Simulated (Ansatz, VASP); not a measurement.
## TaTe: VASP beside Ansatz

```
Ta Te
1.0
     0.00000    3.09593    3.09593
     3.09593    0.00000    3.09593
     3.09593    3.09593    0.00000
Ta Te
1 1
Direct
  0.00000 0.00000 0.00000
  0.25000 0.25000 0.25000
```

Alike in both runs: task single point; functional PBEsol; k mesh 8 × 8 × 8; occupations gaussian, width 0.05 eV; collinear spin.

|  | VASP | Ansatz |
| --- | --- | --- |
| version | VASP 6.6.1 | Ansatz 0.2.0 |
| potentials or method | VASP PAW PBE potentials, release 64 (Ta_pv, Te) | scalar-relativistic, plane waves, PAW |
| plane-wave cutoff (eV) | 520 | 420 |
| valence electrons in the cell | 17 | 29 |

|  | VASP | Ansatz | Ansatz less VASP |
| --- | --- | --- | --- |
| gap on the k mesh at the Fermi level (eV) | none | none | - |
| pressure (GPa) | 1.2 | 1.1 | -0.11 |
| net moment per atom (μB) | 0.87 | 0.87 | +0.002 |
| size of the moment on the site where the two differ most (μB) | 1.19 | 1.03 | -0.155 |

Site moments also hang on the region over which each program counts them. A gap of «none» marks a metal or a gap that the smearing closes. The functional is the same, so the differences come from potentials, cutoffs and numerics. The two sets of potentials don't hold the same shells in valence.

Caveats: the PAW data sets were made with another functional, which shifts forces and pressure a little (VASP). The runs have no spin-orbit coupling, so splittings on Ta, Te are missing.
